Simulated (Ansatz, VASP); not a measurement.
# PtC in two plane-wave programs, part 2 of 2

One calculation is typed for both programs; each brings its own data sets. How far apart do they land? The cell is generated by rule, not measured, and may not be a known phase. The cell is taken from a series of runs on this material, whose earlier steps may have relaxed, scaled, displaced or heated it; both programs get it as it stands.

VASP 6.6.1 and Ansatz 0.2.0.

So far. Step 2 (VASP: single point, LDA, pair 1): The run ends at a pressure of -0.81 GPa, with forces up to 0.38 eV/Å. Step 3 (Ansatz: single point, LDA, pair 1): The run ends at a pressure of -1.64 GPa, with forces up to 0.35 eV/Å.

The structure was built from a prototype and need not be the compound's stable phase.

## (4) Comparison

Known differences besides the potentials themselves: the data sets hold 132 valence electrons in Ansatz (on its default PAW (the set named soft_2) files) and 84 in VASP; the cutoff is 420 eV in Ansatz and 600 eV in VASP; VASP's log shows a relativistic correction to its local exchange, Ansatz's none. Total energies have different zeros and are not compared.

The two programs side by side:

| quantity | Ansatz | VASP | difference |
| --- | --- | --- | --- |
| pressure (GPa) | -1.64 | -0.81 | -0.83 |

Forces on 9 of the 12 atoms, those with the largest forces and the largest differences (eV/Å; atoms numbered as in POSCAR):

| atom | Ansatz x, y, z | VASP x, y, z |
| --- | --- | --- |
| Pt1 | 0.077, 0.218, 0.260 | 0.081, 0.213, 0.299 |
| Pt2 | -0.227, -0.042, 0.260 | -0.224, -0.037, 0.299 |
| Pt3 | 0.150, -0.175, 0.260 | 0.144, -0.176, 0.299 |
| Pt4 | 0.000, 0.000, -0.226 | 0.000, 0.000, -0.209 |
| Pt5 | 0.000, 0.000, -0.172 | 0.000, 0.000, -0.140 |
| Pt6 | 0.000, 0.000, -0.203 | 0.000, 0.000, -0.145 |
| C10 | 0.000, 0.000, 0.007 | 0.000, 0.000, -0.038 |
| C11 | 0.000, 0.000, -0.091 | 0.000, 0.000, -0.133 |
| C12 | 0.000, 0.000, -0.193 | 0.000, 0.000, -0.214 |

The forces differ by 22 meV/Å r.m.s., which is 17.5 % of the r.m.s. force of 0.127 eV/Å (both taken over all components).

## (5) What the set-up changes

Further runs change the set-up of one program: Ansatz's method, potentials or start, or VASP's data sets, cutoff or form of LDA. The table gives Ansatz less VASP for each quantity, since a change that brings one quantity closer may part another.

| run | r.m.s. force difference (meV/Å) | pressure (GPa) |
| --- | --- | --- |
| as above | 22 | -0.83 |
| VASP with the data sets Pt_sv_GW and C | 9.3 | -0.093 |

## (6) VASP: single point, LDA, pair 2

With cell and atoms fixed, the geometry can't cause a difference; cores, projectors, grids and the points listed under the comparison can.

INCAR

```
SYSTEM = PtC
PREC = Accurate
ENCUT = 600
EDIFF = 1E-06
NELM = 120
ISMEAR = 1
SIGMA = 0.15
LREAL = .FALSE.
ALGO = Normal
GGA = PW92
NBANDS = 54
LASPH = .TRUE.
LORBIT = 11
LWAVE = .FALSE.
LCHARG = .FALSE.
ISIF = 2
GGA_COMPAT = .FALSE.
KPAR = 2
```

POSCAR

```
PtC
1.0
    4.7380418755      2.7355097523      0.0000000000
    0.0000000000      5.4710195045      0.0000000000
    0.0000000000      0.0000000000      5.7777226655
Pt C
6 6
Direct
    0.0075039195      0.3063059220      0.0073870039
    0.3528557951      0.6741724667      0.0073871152
    0.6396388690      0.0195210667      0.0073874046
    0.3333333954      0.0000000128      0.4783165920
    0.6666666234      0.3333332729      0.4972714374
    0.9999999812      0.6666667142      0.5465724397
    0.9932185583      0.3577582174      0.3676128047
    0.3156907781      0.6598836946      0.3676128182
    0.6910919436      0.9823585801      0.3676128534
    0.3333330564      0.0000001777      0.8265239522
    0.6666666563      0.3333334811      0.8533150645
    0.0000002873      0.6666663412      0.9229979691
```

KPOINTS

```
Automatic mesh
0
Gamma
9 9 6
0 0 0
```

Potentials, in the order of the species: Pt and C (LDA family, release 64).

On the command line:

```console
$ mpirun -np 2 vasp_std
```

Numbers of over 12 decimals in the logs are rounded to 6 here.

Log:

```text
[banner, memory and clock lines left out]
running    2 mpi-ranks, on    1 nodes
[...]
[... a notice as in an earlier step ...]

 LDA part: xc-table for (Slater(with rela. corr.)+PW92), standard interpolation
 POSCAR, INCAR and KPOINTS ok, starting setup
[...]
entering main loop
       N       E                     dE             d eps       ncg     rms          rms(c)
DAV:   1     0.530835266883E+03    0.53084E+03   -0.46279E+04  9504   0.167E+03
DAV:   2    -0.706096939693E+02   -0.60144E+03   -0.57200E+03 10684   0.342E+02
DAV:   3    -0.106709267241E+03   -0.36100E+02   -0.34878E+02 11026   0.770E+01
DAV:   4    -0.107761421463E+03   -0.10522E+01   -0.10429E+01 11386   0.136E+01
[...]
DAV:  14    -0.941464077904E+02    0.36972E-05   -0.16151E-05 10556   0.284E-02    0.162E-02
DAV:  15    -0.941464058658E+02    0.19246E-05   -0.47517E-06  9304   0.103E-02    0.730E-03
DAV:  16    -0.941464054539E+02    0.41190E-06   -0.12497E-06  5312   0.529E-03
   1 F= -.94146405E+02 E0= -.94147215E+02  d E =0.242797E-02
```

Parts of OUTCAR (step 6):

```text
  Total       -1.8680689     -1.8680689     -2.6244888     -0.0000003     -0.0000000      0.0000000
  in kB      -19.9838716    -19.9838716    -28.0757558     -0.0000028     -0.0000000      0.0000000
  external PRESSURE =     -22.6811663 kB  Pullay stress =       0.0000000 kB

 POSITION                                       TOTAL-FORCE (eV/Angst)
 -----------------------------------------------------------------------------------
      0.03555      1.69633      0.04268         0.133307      0.568535      0.528907
      1.67185      4.65365      0.04268        -0.559019     -0.168821      0.528907
      3.03064      1.85654      0.04268         0.425712     -0.399714      0.528907
      1.57935      0.91184      2.76358        -0.000000      0.000000     -0.347956
      3.15869      3.64735      2.87310        -0.000000      0.000000     -0.276413
      4.73804      6.38286      3.15794        -0.000000      0.000000     -0.532164
      4.70591      4.67426      2.12396         0.107901     -0.160349      0.089271
      1.49576      4.47381      2.12396         0.084916      0.173619      0.089271
      3.27442      7.26499      2.12397        -0.192817     -0.013270      0.089271
      1.57935      0.91184      4.77543        -0.000000      0.000000      0.095844
      3.15869      3.64735      4.93022        -0.000000      0.000000     -0.206006
      0.00000      3.64735      5.33283        -0.000000      0.000000     -0.587839
 -----------------------------------------------------------------------------------
    total drift:                               -0.014001      0.007303      0.000780

  FREE ENERGIE OF THE ION-ELECTRON SYSTEM (eV)
  ---------------------------------------------------
  free  energy   TOTEN  =       -94.1464054539 eV

  energy  without entropy=      -94.1488334236  energy(sigma->0) =      -94.14721478

[... 2 parts as in an earlier step ...]

[... 1 further part left out ...]
[key lines of the parts left out:]
E-fermi :   8.9873
```

The run ends at a pressure of -2.27 GPa, with forces up to 0.79 eV/Å.

## (7) Ansatz: single point, LDA, pair 2

The same cell, functional (in two slightly different forms), mesh and smearing now go to Ansatz, which takes its cutoff from its data sets.

The cell is taken from a series of runs on this material, whose earlier steps may have relaxed, scaled, displaced or heated it; both programs get it as it stands.

input.yaml

```yaml
crystal:
  lattice:
    - [4.7380418755, 2.7355097523, 0.0]
    - [0.0, 5.4710195045, 0.0]
    - [0.0, 0.0, 5.7777226655]
  atoms:
    - { symbol: Pt, position: [0.0075039195, 0.306305922, 0.0073870039] }
    - { symbol: Pt, position: [0.3528557951, 0.6741724667, 0.0073871152] }
    - { symbol: Pt, position: [0.639638869, 1.0195210667, 0.0073874046] }
    - { symbol: Pt, position: [0.3333333954, 1.0000000128, 0.478316592] }
    - { symbol: Pt, position: [0.6666666234, 0.3333332729, 0.4972714374] }
    - { symbol: Pt, position: [0.9999999812, 0.6666667142, 0.5465724397] }
    - { symbol: C, position: [-0.0067814417, 0.3577582174, 0.3676128047] }
    - { symbol: C, position: [0.3156907781, 0.6598836946, 0.3676128182] }
    - { symbol: C, position: [0.6910919436, 0.9823585801, 0.3676128534] }
    - { symbol: C, position: [0.3333330564, 1.0000001777, 0.8265239522] }
    - { symbol: C, position: [0.6666666563, 0.3333334811, 0.8533150645] }
    - { symbol: C, position: [1.0000002873, 0.6666663412, 0.9229979691] }
kpoints:
  mp_grid: { grid: [9, 9, 6] }
hamiltonian:
  xc: lda
scf:
  occupations: { method: methfessel_paxton, width: 0.15 }
output:
  forces: true
  stress: true
  eigenvalues: true
```

On the command line:

```console
$ ansatz run input.yaml --threads 4 --pin off --max-ram 7168MiB --backend cpu --events-out ev --progress --plain --runs-dir out
```

Log:

```text
[...]
Crystal: 12 atoms, lattice volume = 149.770 Å³
Basis set: ecut = 420 eV, 2893 PW (Γ)
Bands: 80, of which v1, the nominal top of the filled ones, is band 66 counted from 1 (65 counted from 0)
Symmetry: 3 space group operations
[...]
k-points: 88 of 486 (time reversal used)
[...]
k-point 0: bands = [... 62 lower, 15.1714, 16.8032, 16.8032, 16.9198, 17.3276, 17.6439, 17.7285, 17.7285, ... 10 higher]
  k-point 1: bands = [... 62 lower, 15.3973, 16.4658, 16.4949, 16.6293, 16.7221, 17.6789, 17.7578, 18.0265, ... 10 higher]
  k-point 2: bands = [... 62 lower, 15.7232, 15.9199, 16.1967, 16.2255, 16.3371, 17.3441, 17.4101, 18.1028, ... 10 higher]
  k-point 87: bands = [... 62 lower, 15.0562, 16.3402, 16.4836, 17.1430, 18.0045, 18.0851, 18.1730, 18.1922, ... 10 higher]
[key lines of the parts left out:]
SCF converged after 7 iterations
Free energy (F): -74916.357279 eV
Fermi energy:    16.901726 eV
P = ⅓ Tr σ = -3.0811 GPa (-30.811 kbar)
```

The run ends at a pressure of -3.08 GPa, with forces up to 0.77 eV/Å.

## (8) Differences

What differs besides the data sets and the points named for the pairs above, as far as they apply: the data sets hold 132 valence electrons in Ansatz (on its default PAW (the set named soft_2) files) and 84 in VASP. Total energies have different zeros and are not compared.

Both answers:

| quantity | Ansatz | VASP | difference |
| --- | --- | --- | --- |
| pressure (GPa) | -3.08 | -2.27 | -0.81 |

Forces on 9 of the 12 atoms, those with the largest forces and the largest differences (eV/Å; atoms numbered as in POSCAR):

| atom | Ansatz x, y, z | VASP x, y, z |
| --- | --- | --- |
| Pt1 | 0.127, 0.577, 0.493 | 0.133, 0.569, 0.529 |
| Pt2 | -0.563, -0.178, 0.493 | -0.559, -0.169, 0.529 |
| Pt3 | 0.436, -0.398, 0.493 | 0.426, -0.400, 0.529 |
| Pt4 | 0.000, 0.000, -0.354 | 0.000, 0.000, -0.348 |
| Pt5 | 0.000, 0.000, -0.306 | 0.000, 0.000, -0.276 |
| Pt6 | 0.000, 0.000, -0.597 | 0.000, 0.000, -0.532 |
| C10 | 0.000, 0.000, 0.137 | 0.000, 0.000, 0.096 |
| C11 | 0.000, 0.000, -0.165 | 0.000, 0.000, -0.206 |
| C12 | 0.000, 0.000, -0.580 | 0.000, 0.000, -0.588 |

The forces differ by 22 meV/Å r.m.s., which is 7.8 % of the r.m.s. force of 0.283 eV/Å (both taken over all components).

## (9) Ansatz: single point, LDA, pair 3

With cell and atoms fixed, the geometry can't cause a difference; cores, projectors, grids and the points listed under the comparison can.

The cell is taken from a series of runs on this material, whose earlier steps may have relaxed, scaled, displaced or heated it; both programs get it as it stands.

input.yaml

```yaml
crystal:
  lattice:
    - [4.7380418755, 2.7355097523, 0.0]
    - [0.0, 5.4710195045, 0.0]
    - [0.0, 0.0, 5.7777226655]
  atoms:
    - { symbol: Pt, position: [6.91e-07, 0.3429149399, 0.0154528787] }
    - { symbol: Pt, position: [0.3237514113, 0.6666666066, 0.0154532031] }
    - { symbol: Pt, position: [0.6762485928, 0.9904184535, -0.0087451434] }
    - { symbol: Pt, position: [0.3429155066, 0.9999998088, 0.5154534146] }
    - { symbol: Pt, position: [0.6666664196, 0.3237513792, 0.5154533335] }
    - { symbol: Pt, position: [0.9904184214, 0.676248812, 0.4912550681] }
    - { symbol: C, position: [-6.388e-07, 0.3246744345, 0.3790129726] }
    - { symbol: C, position: [0.3419925173, 0.6666667353, 0.3790134311] }
    - { symbol: C, position: [0.6580074933, 1.0086588302, 0.3448112456] }
    - { symbol: C, position: [0.3246739223, 1.0000001584, 0.87901373] }
    - { symbol: C, position: [0.6666669043, 0.3419925463, 0.8790136154] }
    - { symbol: C, position: [1.0086588592, 0.6580072953, 0.8448115445] }
kpoints:
  mp_grid: { grid: [9, 9, 6] }
hamiltonian:
  xc: lda
scf:
  occupations: { method: methfessel_paxton, width: 0.15 }
output:
  forces: true
  stress: true
  eigenvalues: true
```

Log:

```text
[...]
Crystal: 12 atoms, lattice volume = 149.770 Å³
Basis set: ecut = 420 eV, 2893 PW (Γ)
Bands: 80, of which v1, the nominal top of the filled ones, is band 66 counted from 1 (65 counted from 0)
Symmetry: 4 space group operations
[...]
k-points: 100 of 486 (time reversal used)
[...]
k-point 0: bands = [... 62 lower, 15.1426, 16.9430, 17.0128, 17.1210, 17.2134, 17.6232, 17.7709, 17.8922, ... 10 higher]
  k-point 1: bands = [... 62 lower, 15.3790, 16.6274, 16.6484, 16.6679, 16.6945, 17.7836, 17.8203, 18.0857, ... 10 higher]
  k-point 2: bands = [... 62 lower, 15.8273, 16.0185, 16.0889, 16.1599, 16.2229, 17.3582, 17.3866, 18.3381, ... 10 higher]
  k-point 99: bands = [... 62 lower, 16.6080, 16.6080, 16.8383, 16.8383, 17.5230, 17.5230, 18.3923, 18.3923, ... 10 higher]
[key lines of the parts left out:]
SCF converged after 7 iterations
Free energy (F): -74916.479440 eV
Fermi energy:    16.968726 eV
P = ⅓ Tr σ = -1.1424 GPa (-11.424 kbar)
```

The run ends at a pressure of -1.14 GPa, with forces up to 0.16 eV/Å.

## (10) VASP: single point, LDA, pair 3

The same cell, functional (in two slightly different forms), mesh and smearing now go to VASP, with its own data sets.

INCAR is that of step 6.

POSCAR

```
PtC
1.0
    4.7380418755      2.7355097523      0.0000000000
    0.0000000000      5.4710195045      0.0000000000
    0.0000000000      0.0000000000      5.7777226655
Pt C
6 6
Direct
    0.0000006910      0.3429149399      0.0154528787
    0.3237514113      0.6666666066      0.0154532031
    0.6762485928      0.9904184535      0.9912548566
    0.3429155066      0.9999998088      0.5154534146
    0.6666664196      0.3237513792      0.5154533335
    0.9904184214      0.6762488120      0.4912550681
    0.9999993612      0.3246744345      0.3790129726
    0.3419925173      0.6666667353      0.3790134311
    0.6580074933      0.0086588302      0.3448112456
    0.3246739223      0.0000001584      0.8790137300
    0.6666669043      0.3419925463      0.8790136154
    0.0086588592      0.6580072953      0.8448115445
```

KPOINTS is that of step 6.

On the command line:

```console
$ mpirun -np 2 vasp_std
```

Log:

```text
[... set-up lines as in an earlier step ...]
 entering main loop
       N       E                     dE             d eps       ncg     rms          rms(c)
DAV:   1     0.531135316824E+03    0.53114E+03   -0.46225E+04 10800   0.167E+03
DAV:   2    -0.707603222749E+02   -0.60190E+03   -0.57246E+03 12168   0.342E+02
DAV:   3    -0.106868078930E+03   -0.36108E+02   -0.34902E+02 12456   0.772E+01
DAV:   4    -0.107922978637E+03   -0.10549E+01   -0.10453E+01 12806   0.137E+01
[...]
DAV:  14    -0.942586119854E+02    0.28114E-05   -0.68399E-06 12204   0.114E-02    0.117E-02
DAV:  15    -0.942586107204E+02    0.12650E-05   -0.21244E-06  7724   0.648E-03    0.418E-03
DAV:  16    -0.942586106665E+02    0.53898E-07   -0.10333E-06  6066   0.434E-03
   1 F= -.94258611E+02 E0= -.94257387E+02  d E =-.367201E-02
```

OUTCAR, selected parts (step 10):

```text
  Total        0.1230596      0.1203226     -1.0835781     -0.0023703      0.0000000      0.0000000
  in kB        1.3164435      1.2871644    -11.5916951     -0.0253565      0.0000000      0.0000000
  external PRESSURE =      -2.9960291 kB  Pullay stress =       0.0000000 kB

 POSITION                                       TOTAL-FORCE (eV/Angst)
 -----------------------------------------------------------------------------------
      0.00000      1.87610      0.08928         0.036826      0.159349      0.081777
      1.53395      4.53297      0.08928        -0.119588     -0.111567      0.081777
      3.20409      7.26848      5.72720        -0.096276      0.055585     -0.019407
      1.62475      6.40907      2.97815         0.119588      0.111567      0.081777
      3.15869      3.59492      2.97815        -0.036826     -0.159349      0.081777
      4.69264      6.40907      2.83834         0.096276     -0.055585     -0.019407
      4.73804      4.51181      2.18983         0.033603      0.046437     -0.077730
      1.62037      4.58287      2.18983        -0.023414     -0.052320     -0.077730
      3.11767      1.84736      1.99222        -0.031068      0.017937      0.011311
      1.53832      0.88815      5.07870         0.023414      0.052320     -0.077730
      3.15870      3.69472      5.07870        -0.033603     -0.046437     -0.077730
      0.04103      3.62366      4.88109         0.031068     -0.017937      0.011311
 -----------------------------------------------------------------------------------
    total drift:                                0.002693      0.005053      0.000323

  FREE ENERGIE OF THE ION-ELECTRON SYSTEM (eV)
  ---------------------------------------------------
  free  energy   TOTEN  =       -94.2586106665 eV

  energy  without entropy=      -94.2549386605  energy(sigma->0) =      -94.25738666

[... 1 part as in an earlier step ...]

[... 2 further parts left out ...]
[key lines of the parts left out:]
E-fermi :   9.0566
```

The run ends at a pressure of -0.30 GPa, with forces up to 0.18 eV/Å.

## (11) Side by side

What differs besides the data sets and the points named for the pairs above, as far as they apply: the data sets hold 132 valence electrons in Ansatz (on its default PAW (the set named soft_2) files) and 84 in VASP. Total energies have different zeros and are not compared.

The two programs side by side:

| quantity | Ansatz | VASP | difference |
| --- | --- | --- | --- |
| pressure (GPa) | -1.14 | -0.30 | -0.84 |

Forces on 7 of the 12 atoms, those with the largest forces and the largest differences (eV/Å; atoms numbered as in POSCAR):

| atom | Ansatz x, y, z | VASP x, y, z |
| --- | --- | --- |
| Pt1 | 0.037, 0.152, 0.037 | 0.037, 0.159, 0.082 |
| Pt2 | -0.114, -0.108, 0.037 | -0.120, -0.112, 0.082 |
| Pt3 | -0.096, 0.056, -0.042 | -0.096, 0.056, -0.019 |
| Pt4 | 0.114, 0.108, 0.037 | 0.120, 0.112, 0.082 |
| Pt5 | -0.037, -0.152, 0.037 | -0.037, -0.159, 0.082 |
| Pt6 | 0.096, -0.056, -0.042 | 0.096, -0.056, -0.019 |
| C8 | -0.024, -0.052, -0.043 | -0.023, -0.052, -0.078 |

The forces differ by 22 meV/Å r.m.s., which is 30.0 % of the r.m.s. force of 0.074 eV/Å (both taken over all components).

## (12) Results

```yaml
r_m_s_force_difference_single_point_lda_pair_1: 22 meV/Å
difference_in_pressure_single_point_lda_pair_1: -0.83 GPa
r_m_s_force_difference_single_point_lda_pair_2: 7.8 % of the r.m.s. force
difference_in_pressure_single_point_lda_pair_2: -0.81 GPa
r_m_s_force_difference_single_point_lda_pair_3: 22 meV/Å
difference_in_pressure_single_point_lda_pair_3: -0.84 GPa
```

The r.m.s. force difference is 7.8 % of the r.m.s. force (single point, LDA, pair 2), beyond the 3 % picked in this series as the mark of a large difference. The data sets hold unlike numbers of valence electrons (132 in Ansatz and 84 in VASP), so part of the differences comes from the potentials. Single point, LDA, pair 1, VASP with the data sets Pt_sv_GW and C: r.m.s. force difference goes from 22 to 9.3 meV/Å; the difference in pressure goes from -0.83 to -0.093 GPa. What causes the difference of the single point, LDA, pair 2 pair stays open here. What causes the difference of the single point, LDA, pair 3 pair stays open here. 2 further runs of this series are not shown here. How closely two codes agree says nothing of how well the functional describes the real material.

[Lines on the potential files, build, host, timing and source positions are cut from VASP's logs without a mark.]

[Logs are printed without paths, hosts, clocks, repeated set-up lines and the standing remarks that a program may print on its own settings, such as how far it seeks lower states.]

[Hosts, paths, dates, database ids (printed as entryN), source tags and the programs' standing remarks are cut or masked in the printed files.]
